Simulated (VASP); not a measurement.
Consider the following.

```
CELL_PARAMETERS angstrom
      4.22209     2.11104     2.11104
      2.11104     4.22209     2.11104
      2.11104     2.11104     4.22209
ATOMIC_POSITIONS crystal
  Co 0.00000 0.00000 0.00000
  Co 0.50000 0.50000 0.50000
  O  0.25000 0.25000 0.25000
  O  0.75000 0.75000 0.75000
```
Starting moments (μB, in the order of the record's atoms Co Co O O): 3.0 -3.0 0.0 0.0.

Level of theory: PBE GGA, VASP's PBE PAW potentials (set 64) (plane waves; VASP 6.6.1). Run with 400 eV cut-off, 9×9×9 Γ-centred mesh, Fermi-Dirac smearing of 0.050 eV, potentials Co O.

At this cut-off the stress carries a Pulay error, which pulls relaxed volumes low.

### Question
Give the stress tensor in GPa (positive for a compressed cell).

### Answer

```
-5.35   3.67   3.67
 3.67  -5.35   3.67
 3.67   3.67  -5.35
```
The pressure is its mean diagonal, -5.35 GPa.

The structure is a typed CoO crystal. The cell was not relaxed at this level.
